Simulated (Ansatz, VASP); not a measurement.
One calculation of CaBr, two programs

Contents of INCAR:

```
PREC = Accurate
ENCUT = 520
EDIFF = 1E-7
ISMEAR = -1
SIGMA = 0.05
LREAL = False
LASPH = True
NELM = 60
ALGO = Normal
ISIF = 2
LWAVE = False
LCHARG = False
GGA = PE
NBANDS = 25
```

Contents of KPOINTS:

```
regular mesh
0
Gamma
  8 8 3
```

The input POSCAR:

```
CaBr
1.0
    4.0841480343      0.0000000000      0.0000000000
   -2.0420740171      3.5369759505      0.0000000000
    0.0000000000      0.0000000000      9.6721260000
Br Ca
2 2
Direct
    0.6666666667      0.3333333333      0.5344880000
    0.3333333333      0.6666666667      0.0344880000
    0.6666666667      0.3333333333      0.8405120000
    0.3333333333      0.6666666667      0.3405120000
```

The input input.yaml:

```yaml
crystal:
  lattice:
    - [4.0841480343, 0.0, 0.0]
    - [-2.0420740171, 3.5369759505, 0.0]
    - [0.0, 0.0, 9.672126]
  atoms:
    - { symbol: Br, position: [0.6666666667, 0.3333333333, 0.534488] }
    - { symbol: Br, position: [0.3333333333, 0.6666666667, 0.034488] }
    - { symbol: Ca, position: [0.6666666667, 0.3333333333, 0.840512] }
    - { symbol: Ca, position: [0.3333333333, 0.6666666667, 0.340512] }
hamiltonian:
  xc: pbe
  pseudopotentials: { kind: paw }
kpoints:
  mp_grid: { grid: [8, 8, 3] }
scf:
  occupations: { method: fermi_dirac, width: 0.05 }
output:
  forces: true
  stress: true
  eigenvalues: true
  write_density: true
  write_potential: true
  elf: true
  volumetric_format: npy
```

The cell comes from a database or a generator and needn't be the stable form of this composition.

Alike in both runs: task single point; functional PBE; k mesh 8 × 8 × 3; occupations fermi-dirac, width 0.05 eV; no spin polarisation.

|  | VASP | Ansatz |
| --- | --- | --- |
| version | VASP 6.6.1 | Ansatz 0.2.0 |
| potentials or method | VASP PAW PBE potentials, release 64 (Br, Ca_sv) | Ansatz PAW |
| plane-wave cutoff (eV) | 520 | 420 |
| valence electrons in the cell | 34 | 34 |

|  | VASP | Ansatz | Ansatz less VASP |
| --- | --- | --- | --- |
| gap on the k mesh at the Fermi level (eV) | none | none | - |
| pressure (GPa) | 0.6 | 0.5 | -0.06 |
| largest component of the traceless stress (GPa) | 0.60 | 0.57 | -0.033 |
| rms of the force components (eV/Å) | 0.076 | 0.073 | -0.0028 |

Atom by atom the forces differ by 0.003 eV/Å (rms over components). A gap of «none» marks a metal or a gap that the smearing closes. With one functional, cell and mesh, what is left measures potentials, basis and numerics.
